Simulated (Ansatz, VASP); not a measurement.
## Cross-check of InAs between VASP and Ansatz

One calculation is typed for both programs; each brings its own data sets. How far apart do they land? The cell is taken from a series of runs on this material, whose earlier steps may have relaxed, scaled, displaced or heated it; both programs get it as it stands.

Calculated with Ansatz 0.2.0; plane waves, with VASP 6.6.1 beside it; relaxation of cell and atoms at PBEsol and zone-centre phonons at PBEsol.

### Step 1. Set-up

The structure is cubic, space group F-43m (No. 216). The conventional cell has a = 6.088 Å, b = 6.088 Å, c = 6.088 Å, α = 90.00°, β = 90.00°, γ = 90.00°. In has 4 As at 2.64 Å nearest. As has 4 In at 2.64 Å nearest. Farther neighbours are not listed.

As a file:

```cif
data_structure
_symmetry_space_group_name_H-M 'P 1'
_symmetry_Int_Tables_number 1
_cell_length_a 4.3050
_cell_length_b 4.3050
_cell_length_c 4.3050
_cell_angle_alpha 60.000
_cell_angle_beta 60.000
_cell_angle_gamma 60.000
_cell_volume 56.42
loop_
_atom_site_label
_atom_site_type_symbol
_atom_site_fract_x
_atom_site_fract_y
_atom_site_fract_z
_atom_site_occupancy
In1 In 0.00000 0.00000 0.00000 1
As2 As 0.25000 0.25000 0.25000 1
```

### Step 2. VASP: relaxation of cell and atoms, PBEsol

The relaxed volume is the usual yardstick between codes: in a stiff, nearly cubic crystal its relative difference is about their pressure difference at one cell divided by the bulk modulus.

Lines of VASP's logs that name or quote its potential files are left out, and so is its time.

INCAR

```
SYSTEM = InAs
PREC = Accurate
ENCUT = 500
EDIFF = 1E-07
NELM = 120
ISMEAR = 1
SIGMA = 0.2
LREAL = .FALSE.
ALGO = Normal
GGA = PS
NBANDS = 15
LORBIT = 11
LWAVE = .FALSE.
LCHARG = .FALSE.
ISIF = 3
IBRION = 2
NSW = 80
EDIFFG = -0.005
LASPH = .TRUE.
GGA_COMPAT = .FALSE.
NELMIN = 4
KPAR = 2
```

POSCAR

```
InAs
1.0
    0.0000000000      3.0440860000      3.0440860000
    3.0440860000      0.0000000000      3.0440860000
    3.0440860000      3.0440860000      0.0000000000
In As
1 1
Direct
    0.0000000000      0.0000000000      0.0000000000
    0.2500000000      0.2500000000      0.2500000000
```

KPOINTS

```
Automatic mesh
0
Gamma
12 12 12
0 0 0
```

The projector-augmented-wave data sets are In_d and As (PBE family, release 64).

Run with:

```
$ mpirun -np 2 vasp_std
```

Numbers of over 12 decimals in the logs are rounded to 6 here.

The log of the run:

```text
[banner, memory and clock lines left out]
running    2 mpi-ranks, on    1 nodes
 distrk:  each k-point on    1 cores,    2 groups
 distr:  one band on    1 cores,    1 groups

 POSCAR found type information on POSCAR InAs
 POSCAR found :  2 types and       2 ions
|                                                                             |
|               ----> ADVICE to this user running VASP <----                  |
|                                                                             |
|     You enforced a specific xc type in the INCAR file but a different       |
|     [... a line on the potential file left out ...]
|     I HOPE YOU KNOW WHAT YOU ARE DOING!                                     |
|                                                                             |

 LDA part: xc-table for (Slater+PW92), standard interpolation
 POSCAR, INCAR and KPOINTS ok, starting setup
 FFT: planning ... GRIDC
 FFT: planning ... GRID_SOFT
 FFT: planning ... GRID
 WAVECAR not read
 entering main loop
       N       E                     dE             d eps       ncg     rms          rms(c)
DAV:   1     0.110084195748E+03    0.11008E+03   -0.81406E+03  2167   0.125E+03
DAV:   2    -0.112760555332E+01   -0.11121E+03   -0.10704E+03  2314   0.301E+02
DAV:   3    -0.858361675776E+01   -0.74560E+01   -0.74192E+01  2811   0.786E+01
DAV:   4    -0.877128040928E+01   -0.18766E+00   -0.18761E+00  2645   0.138E+01
DAV:   5    -0.878085311137E+01   -0.95727E-02   -0.95725E-02  3276   0.264E+00    0.432E+00
DAV:   6    -0.852194748317E+01    0.25891E+00   -0.39877E-01  3371   0.118E+01    0.236E+00
DAV:   7    -0.849159175351E+01    0.30356E-01   -0.10758E-01  3047   0.335E+00    0.678E-01
DAV:   8    -0.849005638932E+01    0.15354E-02   -0.12352E-02  2859   0.134E+00    0.191E-01
DAV:   9    -0.849029779846E+01   -0.24141E-03   -0.86367E-04  2672   0.283E-01    0.110E-01
DAV:  10    -0.849036751962E+01   -0.69721E-04   -0.12545E-04  3320   0.162E-01    0.674E-02
DAV:  11    -0.849038661952E+01   -0.19100E-04   -0.56664E-05  2461   0.107E-01    0.520E-02
DAV:  12    -0.849038671508E+01   -0.95553E-07   -0.60115E-06  2498   0.268E-02    0.791E-03
DAV:  13    -0.849038681520E+01   -0.10012E-06   -0.11948E-06  2832   0.599E-03    0.396E-03
DAV:  14    -0.849038676361E+01    0.51584E-07   -0.61373E-08  1977   0.258E-03
   1 F= -.84903868E+01 E0= -.84905337E+01  d E =-.849039E+01
 curvature:   0.00 expect dE= 0.000E+00 dE for cont linesearch  0.000E+00
 trial: gam= 0.00000 g(F)=  0.664E-49 g(S)=  0.301E-04 ort = 0.000E+00 (trialstep = 0.100E+01)
 search vector abs. value=  0.301E-04
 bond charge predicted
       N       E                     dE             d eps       ncg     rms          rms(c)
DAV:   1    -0.849074894311E+01   -0.36213E-03   -0.83885E-03  2755   0.179E+00    0.120E-01
DAV:   2    -0.849044960870E+01    0.29933E-03   -0.59529E-04  2685   0.562E-01    0.429E-02
DAV:   3    -0.849039802776E+01    0.51581E-04   -0.14513E-04  2790   0.250E-01    0.241E-02
DAV:   4    -0.849039723951E+01    0.78825E-06   -0.66445E-06  2349   0.237E-02    0.175E-02
DAV:   5    -0.849039517856E+01    0.20609E-05   -0.68981E-07  2588   0.767E-03    0.744E-03
DAV:   6    -0.849039437874E+01    0.79983E-06   -0.30253E-07  3148   0.591E-03    0.118E-03
DAV:   7    -0.849039452027E+01   -0.14154E-06   -0.29317E-08  1290   0.297E-03    0.242E-04
DAV:   8    -0.849039452470E+01   -0.44304E-08   -0.12847E-08  1234   0.222E-03
   2 F= -.84903945E+01 E0= -.84905421E+01  d E =-.776109E-05
 trial-energy change:   -0.000008  1 .order   -0.000008   -0.000030    0.000013
 step:   0.6743(harm=  0.6918)  dis= 0.00000  next Energy=    -8.490397 (dE=-0.996E-05)
 reached required accuracy - stopping structural energy minimisation
```

From OUTCAR (step 2):

```text
ion  position               nearest neighbor table
   1  0.000  0.000  0.000-   2 2.64   2 2.64   2 2.64   2 2.64
   2  0.250  0.250  0.250-   1 2.64   1 2.64   1 2.64   1 2.64

  LATTYP: Found a face centered cubic cell.
 ALAT       =     6.0881720000

 Subroutine GETGRP returns: Found 24 space group operations
 (whereof 24 operations were pure point group operations)

The static configuration has the point symmetry T_d .

 Found     72 irreducible k-points:

   k-points           NKPTS =     72   k-points in BZ     NKDIM =     72   number of bands    NBANDS=     15

   dimension x,y,z NGX =    32 NGY =   32 NGZ =   32
   dimension x,y,z NGXF=    64 NGYF=   64 NGZF=   64

   ENCUT  =  500.0 eV  36.75 Ry    6.06 a.u.   7.85  7.85  7.85*2*pi/ulx,y,z

   NELECT =      18.0000    total number of electrons

 k-points in reciprocal lattice and weights: Automatic mesh
   0.00000000  0.00000000  0.00000000       0.001
   0.08333333  0.00000000  0.00000000       0.005
   0.16666667  0.00000000  0.00000000       0.005
   0.25000000  0.00000000  0.00000000       0.005
   0.33333333  0.00000000  0.00000000       0.005
   0.41666667  0.00000000  0.00000000       0.005
   0.50000000  0.00000000  0.00000000       0.002
   0.08333333  0.08333333  0.00000000       0.003
   0.16666667  0.08333333  0.00000000       0.014
[...]
-0.33333333  0.50000000  0.16666667       0.007
  -0.25000000  0.50000000  0.25000000       0.003

 average (electrostatic) potential at core
       1 -96.6196       2 -49.7032

 E-fermi :   4.1983

 k-point     1 :       0.0000    0.0000    0.0000
  band No.  band energies     occupation
    ...
      6      -7.5963      2.00000
      7       3.7620      2.00851
      8       4.1544      1.36207
      9       4.1544      1.36207
     10       4.1544      1.36207
     11       8.0014     -0.00000
     12       8.0014     -0.00000
     13       8.0014     -0.00000
     14      11.4046      0.00000
     15      13.7634      0.00000

 k-point     2 :       0.0833    0.0000    0.0000
  band No.  band energies     occupation
    ...
      5     -10.0146      2.00000
      6      -7.5259      2.00000
      7       2.8095      2.00000
      8       4.0652      1.89466
      9       4.0652      1.89466
     10       4.8637     -0.00003
     11       8.0164     -0.00000
     12       8.1338     -0.00000
     13       8.1338     -0.00000
     14      11.8414      0.00000
    ...

 k-point     3 :       0.1667    0.0000    0.0000
  band No.  band energies     occupation
    ...
      5     -10.0145      2.00000
      6      -7.3225      2.00000
      7       1.6140      2.00000
      8       3.8482      2.03280
      9       3.8482      2.03280
     10       5.2761     -0.00000
     11       8.3575      0.00000
     12       8.4368      0.00000
     13       8.4368      0.00000
     14      12.5134      0.00000
    ...

  Total       -0.0090840     -0.0090840     -0.0090840     -0.0000000      0.0000000     -0.0000000
  in kB       -0.2576013     -0.2576013     -0.2576013     -0.0000000      0.0000000     -0.0000000
  external PRESSURE =      -0.2576013 kB  Pullay stress =       0.0000000 kB

  energy-cutoff  :      500.00
  volume of cell :       56.50
      direct lattice vectors                 reciprocal lattice vectors
     0.000000000  3.045582993  3.045582993    -0.164172180  0.164172180  0.164172180
     3.045582993  0.000000000  3.045582993     0.164172180 -0.164172180  0.164172180
     3.045582993  3.045582993  0.000000000     0.164172180  0.164172180 -0.164172180

 POSITION                                       TOTAL-FORCE (eV/Angst)
 -----------------------------------------------------------------------------------
      3.04558      3.04558      0.00000        -0.000000      0.000000      0.000000
      1.52279      1.52279      1.52279         0.000000     -0.000000     -0.000000
 -----------------------------------------------------------------------------------
    total drift:                                0.000000      0.000000     -0.000000

  FREE ENERGIE OF THE ION-ELECTRON SYSTEM (eV)
  ---------------------------------------------------
  free  energy   TOTEN  =        -8.4903945247 eV

  energy  without entropy=       -8.4908373461  energy(sigma->0) =       -8.49054213

 reached required accuracy - stopping structural energy minimisation

 total charge
# of ion       s       p       d       tot
------------------------------------------
    1        0.849   0.717   9.886  11.452
    2        1.225   1.546   0.021   2.792
--------------------------------------------------
tot          2.074   2.263   9.907  14.244

[... 3 further parts left out ...]
```

CONTCAR:

```
InAs
   1.00000000000000
     0.0000000000000000    3.0455829929758913    3.0455829929758913
     3.0455829929758913    0.0000000000000000    3.0455829929758913
     3.0455829929758913    3.0455829929758913    0.0000000000000000
  In              As
     1     1
Direct
     0.0000000000000000    0.0000000000000000    1.0000000000000000
     0.2500000000000000    0.2500000000000000    0.2500000000000000
```

### Step 3. Ansatz: relaxation of cell and atoms, PBEsol

Ansatz runs on its PAW soft_1 files.

The same cell, functional, mesh and smearing now go to Ansatz, which takes its cutoff from its data sets.

input.yaml

```yaml
crystal:
  lattice:
    - [0.0, 3.0440857753, 3.0440857753]
    - [3.0440857753, 0.0, 3.0440857753]
    - [3.0440857753, 3.0440857753, 0.0]
  atoms:
    - { symbol: In, position: [0.0, 0.0, 0.0] }
    - { symbol: As, position: [0.25, 0.25, 0.25] }
kpoints:
  mp_grid: { grid: [12, 12, 12] }
hamiltonian:
  xc: pbesol
  pseudopotentials: { kind: paw, azcp: { folder: soft_1 }, xc_functional: pbe }
scf:
  occupations: { method: methfessel_paxton, width: 0.2 }
output:
  forces: true
  stress: true
  eigenvalues: true
relax:
  adjacent_minimum: "off"
  f_tol: 0.001
  max_steps: 60
  cell: { stress_tol: 0.01 }
```

Run with:

```
$ ansatz run input.yaml --threads 4 --pin off --max-ram 10240MiB --backend cpu --events-out ev --progress --plain --runs-dir out
```

The log of the run:

```text
Engine: ansatz 0.2.0, x86_64-unknown-linux-gnu
Pseudopotentials: kind: paw
Pseudopotential: In, paw, valence charge 13, recommended cutoff 420 eV (normal), soft_1/In.paw.azcp
Pseudopotential: As, paw, valence charge 15, recommended cutoff 420 eV (normal), soft_1/As.paw.azcp
Functional definition: PBEsol
  exchange = pbesol_x
  correlation = pbesol_c
Crystal: 2 atoms, lattice volume = 56.416 Å³
Basis set: ecut = 420 eV, 1067 PW (Γ), exchange–correlation on 60×60×60 points (8 copies of the dense FFT grid, shifted against one another)
Bands: 18, of which v1, the nominal top of the filled ones, is band 14 counted from 1 (13 counted from 0)
Symmetry: 24 space group operations
Space group: F-43m (ITA 216), of the structure as read, at distance tolerance 3.8e-5 Å
k-points: 72 of 1728 (time reversal used)
Non-local potential: In, projectors of the file, l = 0: 2, l = 1: 2, l = 2: 2, l = 3: 1
Non-local potential: As, projectors of the file, l = 0: 2, l = 1: 2, l = 2: 3, l = 3: 1
PAW form: soft (Blöchl's): semilocal exchange-correlation on the pseudo side does not see the compensation charge
PAW frozen core: In, regenerated for the run's functional, and the local potential with it (the file was generated under x = pbe(κ = 0.804, μ = 0.219515), c = pbe(β = 0.066725))
PAW frozen core: As, regenerated for the run's functional, and the local potential with it (the file was generated under x = pbe(κ = 0.804, μ = 0.219515), c = pbe(β = 0.066725))
PAW one-centre angular grid: In, 590 points (default); XC on 64 Gauss nodes
PAW one-centre angular grid: As, 590 points (default); XC on 64 Gauss nodes
Initial density: superposition of atomic densities (chi_scale 0.1, normalization cell, long waves kept (reshape's long-wave potential 0.00 eV rms))
Initial wavefunctions: pseudopotential atomic-orbital guess
Functional: x = pbesol(κ = 0.804, μ = 0.123457), c = pbesol(β = 0.046)
SCF iter   1: F=—  HF=-10338.986062 eV  |F-HF|=—  |Δ(HF+E_count)|=         —  Δρ=2.82e-2  dr2=3.59e-1  ethr=3.10e-3  ⟨swp⟩=5.1  Hψ=6536  notcnv=0
preconditioner: auto → none  [insulator: Δε(μ)=0.772 eV  Ē_g=14.594 eV  σ=0.200 eV  W_gap=0.68  n_scr=14 (ndim 8)  ℏωp=21.0 eV  f_vac=0.010  D(μ)=0.06/eV (n_scr^D=0)  ε∞_Penn≈3.1]
SCF iter   2: F=—  HF=-10338.909274 eV  |F-HF|=—  |Δ(HF+E_count)|=   7.68e-2  S|Δr|=    0.00e0  Δρ=1.27e-2  dr2=6.55e-2  ethr=1.28e-3  ⟨swp⟩=2.0  Hψ=2138  notcnv=0
SCF iter   3: F=—  HF=-10338.897956 eV  |F-HF|=—  |Δ(HF+E_count)|=   1.13e-2  S|Δr|=    0.00e0  Δρ=1.81e-3  dr2=4.25e-3  ethr=2.34e-4  ⟨swp⟩=2.0  Hψ=1867  notcnv=0
SCF iter   4: F=—  HF=-10338.896382 eV  |F-HF|=—  |Δ(HF+E_count)|=   1.57e-3  S|Δr|=    0.00e0  Δρ=5.90e-4  dr2=1.17e-4  ethr=1.52e-5  ⟨swp⟩=2.0  Hψ=2305  notcnv=0
SCF iter   5: F=—  HF=-10338.896385 eV  |F-HF|=—  |Δ(HF+E_count)|=   3.36e-6  S|Δr|=    0.00e0  Δρ=1.91e-4  dr2=7.69e-6  ethr=4.19e-7  ⟨swp⟩=2.0  Hψ=2305  notcnv=0
SCF iter   6: F=—  HF=-10338.896394 eV  |F-HF|=—  |Δ(HF+E_count)|=   8.24e-6  S|Δr|=    0.00e0  Δρ=1.75e-5  dr2=8.82e-8  ethr=3.57e-10  ⟨swp⟩=4.9  Hψ=6571  notcnv=0
SCF iter   7: F=-10338.896394 eV  HF=-10338.896394 eV  |F-HF|=1.51e-8  |Δ(HF+E_count)|=   7.21e-8  S|Δr|=    0.00e0  Δρ=4.29e-6  dr2=9.53e-9  ethr=3.15e-10  ⟨swp⟩=3.0  Hψ=4986  notcnv=0
SCF 1 converged in 7 iterations: F = -10338.896394 eV  dr2 = 9.53e-9
  greatest PAW one-centre occupation: 0.999 electrons in one spin orbital (limit 2), on the As atom at site 1 (counted from 0), in its partial waves of l = 2
relax step   1: F+E_penalty+E_count = -10338.89639379 eV  Δ(F+E_penalty+E_count) = +0.000e0 eV  max|allowed force component| = 1.249e-16 eV/Å  Δτ_max = 0.0000 Å  P = -0.022 GPa  Ω = 56.416 Å³  (7 SCF iters, dr2 threshold 1.00e-7 eV, accepted)
[...]
relax step   2: F+E_penalty+E_count = -10338.89639906 eV  Δ(F+E_penalty+E_count) = -5.267e-6 eV  max|allowed force component| = 4.366e-17 eV/Å  Δτ_max = 0.0000 Å  P = +0.008 GPa  Ω = 56.385 Å³  energy of the carried Pulay correction = +3.943e-6 eV  (4 SCF iters, dr2 threshold 1.20e-9 eV, accepted)
[...]
relax step   3: F+E_penalty+E_count = -10338.89638928 eV  Δ(F+E_penalty+E_count) = +9.777e-6 eV  max|allowed force component| = 4.481e-17 eV/Å  Δτ_max = 0.0000 Å  P = +0.008 GPa  Ω = 56.385 Å³  stress off target by 8.05e-3 GPa  SCF on the basis re-selected at this cell (its energy is not comparable with the rows above)  (4 SCF iters)
basis re-selected at this cell: Δ(F+E_penalty+E_count) = +9.777e-6 eV, ΔP = -0.000 GPa vs the last step (what re-selecting the basis moved, of the pressure what is left beyond the Pulay correction that the steps carried, after the strain that the cell walked since its last selection, with what the two solves' SCF thresholds leave and, on support functions, any second-order correction that the steps lacked; it is no m [...]
SCF converged after 4 iterations
Stability not checked: this state was not tested for a lower state beside it, because cold or Methfessel-Paxton smearing, or corrected tetrahedra, fill the levels in a way that the test cannot read (fill_not_monotonic; see scf.lower_state_search)
Free energy (F): -10338.896389 eV
Harris-Foulkes:  -10338.896389 eV  (|F-HF|=3.64e-12)
Internal energy: -10338.896832 eV  (E = F + TS)
E sigma→0 (E₀):  -10338.896500 eV
Entropy (-TS):   0.000443 eV (0.222 meV/atom)
Fermi energy:    7.321092 eV
Step filling:    the computed levels leave a gap of 0.0000 eV = 0.0 smearing widths at the electron count; against every level under it full and every level over it empty, smearing changes F+E_penalty+E_count by +0.175 meV and its σ→0 estimate by +0.064 meV
--- Per-component energies (eV) ---
  E_band       = -326.799605
  E_kinetic    = 316.604831
  E_local      = -3505.722131  (includes V_loc(G=0)·N_el)
  E_nonlocal   = -63.451212
  E_hartree    = 1739.979481
  E_xc         = -211.384388
  E_vxc        = -163.016380  (∫ρ·V_xc dr)
  E_paw        = -6109.538373  (= ΣΔE_a)
  E_vpaw       = -391.173801  (= ΣTr[D̂ρ^β])
  E_aug_tail   = 0.000146  (compensation charges beyond the density's cutoff)
  E_ewald      = -2506.587519
  E_core_change = 1.202334  (= ΣΔE_core)
  E_smearing   = 0.000443  (= −TS)
  E_closure    = 0.000000  (closes the sum)
  Σ components = -10338.896389   (vs F -10338.896389, Δ=0.00e0)
--- Forces (eV/Å), atoms counted from 1 ---
  atom   1  In     0.00000000    -0.00000000    -0.00000000
  atom   2  As    -0.00000000    -0.00000000     0.00000000
  max |Σ_I F_I| component: 8.62e-17 eV/Å
--- Stress (GPa, compression-positive) ---
        0.008048       0.000000       0.000000
        0.000000       0.008048       0.000000
        0.000000       0.000000       0.008048
  P = ⅓ Tr σ = 0.0080 GPa (0.080 kbar)
--- Band table (eV; the first three rows and the last of 72) ---
  k-point 0: bands = [... 10 lower, -4.4882, 6.8893, 7.2772, 7.2772, 7.2772, 11.1364, 11.1364, 11.1364]
  k-point 1: bands = [... 10 lower, -4.4177, 5.9342, 7.1880, 7.1880, 7.9895, 11.1505, 11.2689, 11.2689]
  k-point 2: bands = [... 10 lower, -4.2139, 4.7377, 6.9710, 6.9710, 8.4038, 11.4897, 11.5721, 11.5721]
  k-point 71: bands = [... 10 lower, -2.4979, 1.6285, 4.3780, 4.4615, 11.3742, 11.4840, 12.1527, 13.2544]
--- Relaxed structure (2 steps of the walk, 2 accepted, 1 SCFs on fresh bases) ---
  F+E_penalty+E_count = -10338.89638928 eV   max|allowed force component| = 4.481e-17 eV/Å   (the final SCF, on the basis selected at the relaxed cell)
  cell:  # Å, volume = 56.3854 Å³
    - [0, 3.043540, 3.043540]
    - [3.043540, 0, 3.043540]
    - [3.043540, 3.043540, 0]
  atoms:
    - { symbol: In, position: [0, 0, 0] }
    - { symbol: As, position: [0.25, 0.25, 0.25] }
```

### Step 4. Side by side

Known differences besides the potentials themselves: the data sets hold 28 valence electrons in Ansatz (on its PAW soft_1 files) and 18 in VASP; the cutoff is 420 eV in Ansatz and 500 eV in VASP; Ansatz makes its cores anew for this functional, VASP keeps those of its PBE data sets; Ansatz adds a Pulay correction to the stress that steers its cell, VASP none. Total energies have different zeros and are not compared.

Both answers:

| quantity | Ansatz | VASP | difference |
| --- | --- | --- | --- |
| volume (Å³) | 56.39 | 56.50 | -0.20 % |
| edge a after relaxation, in the typed setting (Å) | 4.304 | 4.307 | -0.07 % |

[end of part 1 of 2]

[Lines on the potential files, build, host, timing and source positions are cut from VASP's logs without a mark.]

[Logs are printed without paths, hosts, clocks, repeated set-up lines and the standing remarks that a program may print on its own settings, such as how far it seeks lower states.]

[Hosts, paths, dates, database ids (printed as entryN), source tags and the programs' standing remarks are cut or masked in the printed files.]
